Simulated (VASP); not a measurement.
Given:

```
Eu
1.0
   -2.22771     2.22771     2.22771
    2.22771    -2.22771     2.22771
    2.22771     2.22771    -2.22771
Eu
1
Direct
  0.00000   0.00000   0.00000
```

All values below come from PBE GGA, VASP's PBE PAW potentials (set 64) (plane waves; VASP). Numerical set-up: 520 eV cut-off, Gaussian smearing of 0.050 eV, potentials Eu_2.

The 4f electrons are frozen in the core of the lanthanide potential, so 4f levels, which can set the real gap, and their magnetism are missing.

### Question
Give the energies of bands 4 to 7 at the high-symmetry points, in eV from the Fermi level.

### Answer

```tsv
band	Γ	H	N	P
4	-3.81	-0.47	-1.13	0.63
5	2.54	-0.47	1.11	0.63
6	2.54	5.18	1.18	0.63
7	2.54	5.18	4.12	4.28
```

It has no gap at this level: it comes out as a metal or semimetal.

The compound is Eu in the bcc structure. It was relaxed first, which changed the volume by -8 %.
